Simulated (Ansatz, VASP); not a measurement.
**CdTe: VASP beside Ansatz**

One calculation is typed for both programs; each brings its own data sets. How far apart do they land? The cell is taken from a series of runs on this material, whose earlier steps may have relaxed, scaled, displaced or heated it; both programs get it as it stands.

Method: plane waves, with VASP 6.6.1 beside it; zone-centre phonons at LDA, in Ansatz 0.2.0.

In doubt: the program warns that the response may not be converged on this k-mesh, which bears on the force constants and all frequencies.

## 1. The starting structure

Symmetry: F-43m, No. 216, cubic system. The conventional cell has a = 6.410 Å, b = 6.410 Å, c = 6.410 Å, α = 90.00°, β = 90.00°, γ = 90.00°. Cd has 4 Te at 2.78 Å nearest. Nearest to Te lie 4 Cd at 2.78 Å. Farther neighbours and most contacts between anions are not listed.

Coordinates:

```cif
data_structure
_symmetry_space_group_name_H-M 'P 1'
_symmetry_Int_Tables_number 1
_cell_length_a 4.5326
_cell_length_b 4.5326
_cell_length_c 4.5326
_cell_angle_alpha 60.000
_cell_angle_beta 60.000
_cell_angle_gamma 60.000
_cell_volume 65.84
loop_
_atom_site_label
_atom_site_type_symbol
_atom_site_fract_x
_atom_site_fract_y
_atom_site_fract_z
_atom_site_occupancy
Cd1 Cd 0.00000 0.00000 0.00000 1
Te2 Te 0.25000 0.25000 0.25000 1
```

## 2. Ansatz: zone-centre phonons, LDA

Ansatz runs on norm-conserving files, of PseudoDojo where its log says so.

Second derivatives magnify differences that forces hide, and they need a tight electronic threshold.

input.yaml reads:

```yaml
crystal:
  lattice:
    - [-3.2050000003, 0.0, 3.2050000003]
    - [0.0, 3.2050000003, 3.2050000003]
    - [-3.2050000003, 3.2050000003, 0.0]
  atoms:
    - { symbol: Cd, position: [0.0, 0.0, 0.0] }
    - { symbol: Te, position: [0.25, 0.25, 0.25] }
kpoints:
  mp_grid: { grid: [6, 6, 6] }
hamiltonian:
  xc: lda
  pseudopotentials: { kind: nc, accuracy: standard }
scf:
  occupations: { method: fixed }
output:
  eigenvalues: true
phonons:
  method: dfpt
  dielectric: true
  rigid_motions: translations
  qmesh: [2, 2, 2]
  temperatures: { t_max: 1000, t_step: 50 }
  qpath:
    path:
      - [[0.0, 0.0, 0.0], [0.0, 0.5, 0.5], [0.0, 0.625, 0.375]]
      - [[-0.375, 0.375, 0.0], [0.0, 0.0, 0.0], [0.0, 0.5, 0.0], [-0.25, 0.5, 0.25], [0.0, 0.5, 0.5]]
    npoints: 12
```

On the command line:

```bash
ansatz run input.yaml --threads 4 --pin off --max-ram 8192MiB --backend cpu --events-out ev --progress --plain --runs-dir out
```

Log:

```text
Warning: phonons: the dynamical matrix that this run interpolates holds no multipole term above the dipole-dipole one, and a site of this crystal is no centre of inversion, so its interpolated transverse optical and acoustic branches and sound speeds can stay off near Gamma, and the density of states and the thermodynamics with them. What a run solves at a wave vector of phonons.qpoints, Gamma apart, where the deck admits one, is free of this, and under fd what a larger phonons.supercell samples
Engine: ansatz 0.2.0, aarch64-unknown-linux-gnu
Pseudopotentials: kind: nc
Pseudopotential: Cd, nc, valence charge 20, recommended cutoff 1387.780699 eV (normal), Cd.nc.azcp (PseudoDojo's, or run here from an input of PseudoDojo's; its table is named by hamiltonian.pseudopotentials.accuracy)
Pseudopotential: Te, nc, valence charge 16, recommended cutoff 1120 eV (normal), Te.nc.azcp (PseudoDojo's, or run here from an input of PseudoDojo's; its table is named by hamiltonian.pseudopotentials.accuracy)
Functional definition: SPW92
  exchange = slater_x
  correlation = pw_c
Crystal: 2 atoms, lattice volume = 65.844 Å³
Basis set: ecut = 1387.780699 eV, 7799 PW (Γ), exchange–correlation on 120×120×120 points (8 copies of the dense FFT grid, shifted against one another)
Bands: 22, of which v1, the nominal top of the filled ones, is band 18 counted from 1 (17 counted from 0)
Symmetry: 24 space group operations
k-points: 46 of 216 (irreducible under 4 space group operations, time reversal used)
Non-local potential: Cd, projectors of the file, l = 0: 2, l = 1: 2, l = 2: 2
Non-local potential: Te, projectors of the file, l = 0: 3, l = 1: 2, l = 2: 2, l = 3: 2
Initial density: superposition of atomic densities (chi_scale 0.1, normalization cell, long waves kept (reshape's long-wave potential 0.00 eV rms))
Initial wavefunctions: pseudopotential atomic-orbital guess
Functional: x = slater, c = lda
SCF iter   1: F=—  HF=-7615.838093 eV  |F-HF|=—  |Δ(HF+E_count)|=         —  Δρ=2.67e-2  dr2=3.00e-1  ethr=3.10e-3  ⟨swp⟩=5.0  Hψ=3952  notcnv=0  defer=86
preconditioner: auto → none  [insulator: Δε(μ)=0.624 eV  Ē_g=11.630 eV  n_scr=14 (ndim 8)  ℏωp=19.4 eV  f_vac=0.150  ε∞_Penn≈3.8]
SCF iter   2: F=—  HF=-7615.742351 eV  |F-HF|=—  |Δ(HF+E_count)|=   9.57e-2  Δρ=8.96e-3  dr2=4.34e-2  ethr=8.34e-4  ⟨swp⟩=4.0  Hψ=2349  notcnv=0  defer=86
SCF iter   3: F=—  HF=-7615.730808 eV  |F-HF|=—  |Δ(HF+E_count)|=   1.15e-2  Δρ=4.74e-3  dr2=8.04e-3  ethr=1.21e-4  ⟨swp⟩=2.1  Hψ=1572  notcnv=0  defer=89
SCF iter   4: F=—  HF=-7615.728670 eV  |F-HF|=—  |Δ(HF+E_count)|=   2.14e-3  Δρ=8.85e-4  dr2=1.52e-4  ethr=2.23e-5  ⟨swp⟩=2.1  Hψ=2266  notcnv=0  defer=86
SCF iter   5: F=—  HF=-7615.728634 eV  |F-HF|=—  |Δ(HF+E_count)|=   3.58e-5  Δρ=1.77e-4  dr2=9.52e-6  ethr=4.21e-7  ⟨swp⟩=2.0  Hψ=1726  notcnv=0  defer=86
SCF iter   6: F=—  HF=-7615.728637 eV  |F-HF|=—  |Δ(HF+E_count)|=   2.80e-6  Δρ=3.53e-5  dr2=2.75e-7  ethr=2.64e-8  ⟨swp⟩=2.3  Hψ=1607  notcnv=0  defer=83
SCF iter   7: F=—  HF=-7615.728526 eV  |F-HF|=—  |Δ(HF+E_count)|=   1.11e-4  Δρ=5.07e-6  dr2=5.83e-9  ethr=7.63e-10  ⟨swp⟩=2.2  Hψ=1836  notcnv=0  defer=72
SCF iter   8: F=-7615.728526 eV  HF=-7615.728526 eV  |F-HF|=6.37e-12  |Δ(HF+E_count)|=  7.65e-10  Δρ=3.79e-7  dr2=3.68e-11  ethr=1.00e-12  ⟨swp⟩=10.0  Hψ=9304  notcnv=0
SCF 1 converged in 8 iterations: F = -7615.728526 eV  dr2 = 3.68e-11
NSCF: frozen V_eff on 3 k-points
DFPT response loops at Γ: preconditioner auto → none (the input reference at scf.mixing.eps_inf says where Resta's filter doesn't serve); β = 0.50; Broyden in place of MSR1
── the response to a field inside a basis, on 8×8×8 k-points: an SCF that follows is theirs, and a resumed run solves both again ──
Bands: 19, of which v1, the nominal top of the filled ones, is band 18 counted from 1 (17 counted from 0)
k-points: 60
Initial density: handed on by an earlier stage of this run
Initial wavefunctions: pseudopotential atomic-orbital guess (no wavefunctions were taken with the density)
Eigensolver: Dense (60 Hₖ)
SCF iter   1: F=—  HF=-7615.727282 eV  |F-HF|=—  |Δ(HF+E_count)|=         —  Δρ=2.56e-4  dr2=5.51e-5  ethr=1.00e-1
preconditioner: auto → none  [insulator: Δε(μ)=0.649 eV  Ē_g=9.345 eV  n_scr=14 (ndim 8)  ℏωp=19.4 eV  f_vac=0.172  ε∞_Penn≈5.3]
SCF iter   2: F=—  HF=-7615.727265 eV  |F-HF|=—  |Δ(HF+E_count)|=   1.67e-5  Δρ=9.89e-5  dr2=3.20e-6  ethr=1.53e-7
SCF iter   3: F=—  HF=-7615.727264 eV  |F-HF|=—  |Δ(HF+E_count)|=   4.94e-7  Δρ=5.06e-5  dr2=5.85e-7  ethr=8.88e-9
SCF iter   4: F=-7615.727264 eV  HF=-7615.727264 eV  |F-HF|=8.47e-9  |Δ(HF+E_count)|=   2.34e-8  Δρ=1.66e-5  dr2=5.78e-8  ethr=1.62e-9
SCF 1 converged in 4 iterations: F = -7615.727264 eV  dr2 = 5.78e-8
DFPT response loops at Γ: mixed as the last ones told, above
WARN: field response: ε∞ stands inside a basis, on 8×8×8 points; the force constants stand on the 6×6×6 k-mesh, whose period is 9.15 times the interband length at k = (0.0000, 0.0000, 0.0000), direct gap 0.605 eV, under 14: take them and everything formed from them as unconverged, and compare with a denser kpoints.mp_grid
NSCF: frozen V_eff on 16 k-points
NSCF: frozen V_eff on 136 k-points
DFPT response loops at q = (0, 0, -0.5) (fractional): mixed as the last ones told, above
NSCF: frozen V_eff on 92 k-points
DFPT response loops at q = (0, -0.5, -0.5) (fractional): mixed as the last ones told, above
SCF converged after 8 iterations
Free energy (F): -7615.728526 eV
Harris-Foulkes:  -7615.728526 eV  (|F-HF|=6.37e-12)
Internal energy: -7615.728526 eV  (E = F + TS)
E sigma→0 (E₀):  -7615.728526 eV
Fermi energy:    7.812619 eV
--- Per-component energies (eV) ---
  E_band       = -779.440375
  E_kinetic    = 3212.292879
  E_local      = -7429.230081  (includes V_loc(G=0)·N_el)
  E_nonlocal   = -680.568394
  E_hartree    = 2549.825383
  E_xc         = -1313.303012
  E_vxc        = -981.585633  (∫ρ·V_xc dr)
  E_ewald      = -3954.745301
  E_smearing   = -0.000000  (= −TS)
  E_closure    = 0.000000  (closes the sum)
  Σ components = -7615.728526   (vs F -7615.728526, Δ=0.00e0)
--- Band table (eV; the first three rows and the last of 46) ---
  k-point 0: bands = [... 14 lower, -0.2756, 7.8126, 7.8126, 7.8126, 8.4180, 12.3251, 12.3251, 12.3251]
  k-point 1: bands = [... 14 lower, -0.2772, 5.9582, 7.5651, 7.5651, 9.5618, 12.4313, 12.6804, 12.6804]
  k-point 2: bands = [... 14 lower, -0.1894, 4.0278, 7.1555, 7.1555, 9.6012, 12.9743, 12.9743, 13.9775]
  k-point 45: bands = [... 14 lower, 0.2300, 3.2715, 5.8136, 5.8136, 10.1976, 10.3649, 16.5983, 16.9785]
--- Phonons (Γ-DFPT): 2 representative perturbations + reference, on 46 of 216 k-points (Σ response iterations 7) ---
  k mesh reduced under 4 symmetry operations, with k and −k counted as one. Each operation leaves every solved perturbation unchanged. A smaller set is not considered because the run solves the response to a homogeneous field
  ASR residual: 4.826e-4 → 0.000e0 eV/Å²; symmetrization residual: 5.765e-6 eV/Å²
  ASR residual per site (eV/Å²): 4.83e-4 1.06e-4
  Γ frequencies (cm⁻¹): 0.00 0.00 0.00 147.94 147.94 147.94
  ε∞ (high-frequency dielectric tensor):
        9.259887    -0.000000     0.000000
       -0.000000     9.259887     0.000000
        0.000000     0.000000     9.259887
  ε⁰ (static dielectric tensor: ions relaxed, cell fixed):
       11.852828     0.000000     0.000000
        0.000000    11.852828    -0.000000
        0.000000    -0.000000    11.852828
  ε⁰ − ε∞ (ionic part):
        2.592941     0.000000     0.000000
        0.000000     2.592941    -0.000000
        0.000000    -0.000000     2.592941
  softest optical mode at Γ: 147.94 cm⁻¹; the repairs (sum rule, projections) moved no ω² at Γ by more than (1.12 cm⁻¹)²
  Born effective charges Z* (e; rows j = field, columns β = displacement):
    site 0:
         2.13026    0.00000   -0.00000
         0.00000    2.13026    0.00000
         0.00000   -0.00000    2.13026
    site 1:
        -2.13026   -0.00000    0.00000
        -0.00000   -2.13026   -0.00000
        -0.00000    0.00000   -2.13026
  Z* charge neutrality: 3.564e-4 e pre-enforcement
  solved inside a basis spanned on kpoints, on 8×8×8 k-points transformed towards the longest dipole: ε∞ is read to err by 2.5e-2, Z* by 2.2e-2 e (field_mesh: kpoints solves on kpoints); Z* is corrected for what the basis lacks
  optical modes at Γ without the LO–TO term, one row a degenerate level:
      ω (cm⁻¹)  modes    IR ((D/Å)²/amu)
        147.94      3             5.2555
  optical modes at Γ + LO–TO along q̂ = [1.0000, 0.0000, 0.0000]:
      ω (cm⁻¹)  modes    IR ((D/Å)²/amu)
        147.94      2             3.5037
        167.37      1             1.7518
  optical modes at Γ + LO–TO along q̂ = [0.0000, 1.0000, 0.0000]:
      ω (cm⁻¹)  modes    IR ((D/Å)²/amu)
        147.94      2             3.5037
        167.37      1             1.7518
  optical modes at Γ + LO–TO along q̂ = [0.0000, 0.0000, 1.0000]:
      ω (cm⁻¹)  modes    IR ((D/Å)²/amu)
        147.94      2             3.5037
        167.37      1             1.7518
--- Phonons (arbitrary-q DFPT): 3 irreducible q on the 2×2×2 mesh ---
  q = [0.0000, 0.0000, 0.0000] (star 1, of the zone-centre solve; hermiticity 2.40e-6, symmetrization 1.94e-14): -0.00 -0.00 0.00 147.94 147.94 147.94
  q = [0.0000, 0.0000, -0.5000] (star 4, 2 solved perturbations on 68 of 216 k-point pairs; hermiticity 2.09e-5, symmetrization 1.14e-12): 28.61 28.61 109.90 149.31 150.94 150.94
  q = [0.0000, -0.5000, -0.5000] (star 3, 4 solved perturbations in 152 linear systems a pass and spin channel, the states on 46 of 216 k-point pairs; hermiticity 5.15e-7, symmetrization 2.21e-12): 35.35 35.35 132.44 132.72 154.26 154.26
  sum rule: each row above includes the acoustic sum rule's correction from the zone centre's row sums; it moved no ω² by more than (1.08 cm⁻¹)²
  mesh force constants: q→R imaginary residual 1.64e-17; ASR residual 4.826e-4 → 0.000e0 eV/Å²; symmetrization residual 6.217e-15 eV/Å²
  interpolated dispersion: 75 rows × 6 modes
  density of states and harmonic sums: on the 18×18×18 q-mesh, interpolated from the force constants of a 2×2×2 supercell (with the dipole–dipole term)
  largest difference from the sums on the solved wave vectors: F 7.66e-2 eV, S 1.09e-4 and C_V 3.23e-5 eV/K
  zero-point energy: 0.038881 eV/cell   skipped modes (ω ≤ 0): 3   left out of the sums: 8.57e-5 of the cell's modes: C_V's classical limit lies that fraction below 3 k_B per atom; for a crystal, a wire or a layer, F and S can be off by more, and a phonons.interpolated_qmesh denser along its periods is the remedy for the sampling
```

[end of part 1 of 2]

[Lines on the potential files, build, host, timing and source positions are cut from VASP's logs without a mark.]

[Logs are printed without paths, hosts, clocks, repeated set-up lines and the standing remarks that a program may print on its own settings, such as how far it seeks lower states.]

[Hosts, paths, dates, database ids (printed as entryN), source tags and the programs' standing remarks are cut or masked in the printed files.]
